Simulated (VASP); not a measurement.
Level of theory: r2SCAN meta-GGA, VASP's PBE PAW potentials (set 64) (plane waves; VASP).

VASP input:

**INCAR**
```
! general
SYSTEM  = MgB2
PREC    = Accurate
ENCUT   = 600
LREAL   = .False.
LASPH   = .True.

! electronic loop
EDIFF   = 1E-7
NELM    = 100
ALGO    = Normal
LMIXTAU = .True.

! smearing
ISMEAR  = 1
SIGMA   = 0.1

! functional
METAGGA = R2SCAN

! ions
IBRION  = 2
NSW     = 30
ISIF    = 2
EDIFFG  = -0.01

! output
LWAVE   = .False.
LCHARG  = .False.
```

File POSCAR:
```
MgB2
1.0
  1.5377647260  -2.7433907293   0.0000000000
  1.5377647260   2.7433907293   0.0000000000
  0.0000000000   0.0000000000   3.5853565713
Mg B
1 2
Cartesian
  0.0000000000   0.0000000000   3.5853565713
  1.5377647260   0.9144654054   1.7926782857
  1.5377647260  -0.9144654054   1.7926782857
```

File KPOINTS:
```
Automatic mesh
0
Gamma
10 10 8
0 0 0
```

POTCAR, in this order: Mg B (PBE.64 set). Program: vasp_std.

The resulting files:

OSZICAR:
```
       N       E                     dE             d eps       ncg     rms          rms(c)
DAV:   1     0.467643288770E+01    0.46764E+01   -0.43421E+03  2624   0.974E+02
DAV:   2    -0.213954446201E+02   -0.26072E+02   -0.24813E+02  3656   0.121E+02
DAV:   3    -0.217354496366E+02   -0.34001E+00   -0.33985E+00  3248   0.169E+01
DAV:   4    -0.217359644310E+02   -0.51479E-03   -0.51479E-03  3840   0.625E-01
DAV:   5    -0.217359648848E+02   -0.45386E-06   -0.45401E-06  3272   0.128E-02    0.511E+00
DAV:   6    -0.195020741518E+02    0.22339E+01   -0.23616E+00  2736   0.102E+01    0.269E+00
DAV:   7    -0.192426476543E+02    0.25943E+00   -0.89622E-01  3224   0.612E+00    0.596E-01
DAV:   8    -0.192758723731E+02   -0.33225E-01   -0.24565E-01  2784   0.473E+00    0.456E-01
DAV:   9    -0.193485194290E+02   -0.72647E-01   -0.67470E-02  2552   0.250E+00    0.130E-01
DAV:  10    -0.193479743365E+02    0.54509E-03   -0.54114E-03  3232   0.763E-01    0.439E-02
DAV:  11    -0.193466281530E+02    0.13462E-02   -0.65244E-04  2816   0.326E-01    0.185E-02
DAV:  12    -0.193467890159E+02   -0.16086E-03   -0.43928E-04  2728   0.246E-01    0.116E-02
DAV:  13    -0.193467432702E+02    0.45746E-04   -0.91548E-05  2608   0.107E-01    0.218E-03
DAV:  14    -0.193467405249E+02    0.27453E-05   -0.69098E-06  3632   0.343E-02    0.157E-03
DAV:  15    -0.193467402794E+02    0.24542E-06   -0.21012E-06  2688   0.195E-02    0.691E-04
DAV:  16    -0.193467409979E+02   -0.71846E-06   -0.43873E-07  3192   0.757E-03    0.233E-04
DAV:  17    -0.193467410166E+02   -0.18694E-07   -0.42405E-08  1512   0.268E-03
   1 F= -.19346741E+02 E0= -.19346765E+02  d E =-.193467E+02
       N       E                     dE             d eps       ncg     rms          rms(c)
DAV:   1    -0.193468779453E+02   -0.13695E-03   -0.69568E-03  2672   0.651E-01    0.305E-02
DAV:   2    -0.193468608772E+02    0.17068E-04   -0.70557E-05  3488   0.729E-02    0.168E-02
DAV:   3    -0.193468505667E+02    0.10310E-04   -0.40941E-05  2912   0.464E-02    0.219E-03
DAV:   4    -0.193468503490E+02    0.21772E-06   -0.89537E-06  3168   0.290E-02    0.226E-03
DAV:   5    -0.193468528506E+02   -0.25016E-05   -0.69340E-07  3136   0.886E-03    0.134E-03
DAV:   6    -0.193468530579E+02   -0.20731E-06   -0.26157E-07  2608   0.547E-03    0.195E-04
DAV:   7    -0.193468530902E+02   -0.32261E-07   -0.43748E-08  1304   0.228E-03
   2 F= -.19346853E+02 E0= -.19346876E+02  d E =-.112074E-03
       N       E                     dE             d eps       ncg     rms          rms(c)
DAV:   1    -0.193472508555E+02   -0.39780E-03   -0.62712E-02  2656   0.196E+00    0.894E-02
DAV:   2    -0.193471041591E+02    0.14670E-03   -0.62193E-04  3512   0.219E-01    0.496E-02
DAV:   3    -0.193470130284E+02    0.91131E-04   -0.35450E-04  2952   0.139E-01    0.655E-03
DAV:   4    -0.193470099816E+02    0.30468E-05   -0.81355E-05  3128   0.880E-02    0.677E-03
DAV:   5    -0.193470332833E+02   -0.23302E-04   -0.61705E-06  3064   0.265E-02    0.405E-03
DAV:   6    -0.193470355999E+02   -0.23166E-05   -0.24452E-06  2968   0.168E-02    0.632E-04
DAV:   7    -0.193470359918E+02   -0.39192E-06   -0.42499E-07  3256   0.703E-03    0.253E-04
DAV:   8    -0.193470359260E+02    0.65888E-07   -0.73540E-08  1376   0.268E-03
   3 F= -.19347036E+02 E0= -.19347077E+02  d E =-.294909E-03
```

**OUTCAR**
```
------------------------ aborting loop because EDIFF is reached ----------------------------------------
  FORCE on cell =-STRESS in cart. coord.  units (eV):
  Direction    XX          YY          ZZ          XY          YZ          ZX
  --------------------------------------------------------------------------------------
  Total       -0.5827382     -2.5337350     -1.3916520     -0.0000000      0.0000000      0.0000000
  in kB      -30.8634280   -134.1936165    -73.7057397     -0.0000000      0.0000000      0.0000000
  external PRESSURE =     -79.5875947 kB  Pullay stress =       0.0000000 kB
  volume of cell :       30.25
      direct lattice vectors                 reciprocal lattice vectors
     1.537764726 -2.743390729  0.000000000     0.325147268 -0.182256211  0.000000000
     1.537764726  2.743390729  0.000000000     0.325147268  0.182256211  0.000000000
     0.000000000  0.000000000  3.585356571     0.000000000  0.000000000  0.278912287
 POSITION                                       TOTAL-FORCE (eV/Angst)
 -----------------------------------------------------------------------------------
      0.00000      0.00000      0.00000         0.000000      0.000000      0.000000
      1.53776      0.90759      1.79268        -0.000000     -0.003544      0.000000
      1.53776     -0.90759      1.79268        -0.000000      0.003544      0.000000
 -----------------------------------------------------------------------------------
    total drift:                                0.000000      0.000000     -0.000000
  FREE ENERGIE OF THE ION-ELECTRON SYSTEM (eV)
  ---------------------------------------------------
  free  energy   TOTEN  =       -19.3470359260 eV

  energy  without entropy=      -19.3471576481  energy(sigma->0) =      -19.34707650

 reached required accuracy - stopping structural energy minimisation
```
(Selected blocks of OUTCAR.)

### CONTCAR
```
MgB2
   1.00000000000000
     1.5377647260000000   -2.7433907293000002    0.0000000000000000
     1.5377647260000000    2.7433907293000002    0.0000000000000000
     0.0000000000000000    0.0000000000000000    3.5853565713000002
  Mg              B
     1     2
Direct
     0.0000000000000000    0.0000000000000000    0.0000000000000000
     0.3345865897871259    0.6654134102128740    0.5000000000000000
     0.6654134102128740    0.3345865897871259    0.5000000000000000
```

The compound is MgB2 in the AlB2 type structure. This cell was strained or had an atom moved on purpose. Symmetry was kept, so distortions that lower it aren't found.
